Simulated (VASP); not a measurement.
Here is the system:

```
CELL_PARAMETERS angstrom
      0.00000     2.86685     2.86685
      2.86685     0.00000     2.86685
      2.86685     2.86685     0.00000
ATOMIC_POSITIONS crystal
  Ge 0.00000 0.00000 0.00000
  Ge 0.25000 0.25000 0.25000
```

Computed with PBE GGA with D3 dispersion (zero damping), VASP's PBE PAW potentials (set 64) (plane waves; VASP). Run with 520 eV cut-off, 12×12×12 Γ-centred mesh, tetrahedra with Blöchl corrections, potentials Ge_d.

Task: Estimate the energy per atom (σ→0), band gap (on the k-mesh) with the smallest direct gap where there is one.

Result: 
```json
{
 "band gap (on the k-mesh)": "none (metal, semimetal or under 0.01 eV)",
 "energy per atom (σ→0)": "-4.683 eV/atom"
}
```

The absolute energy has meaning only against runs of the same code, potentials and settings.

The compound is Ge in the diamond structure. It was relaxed first.
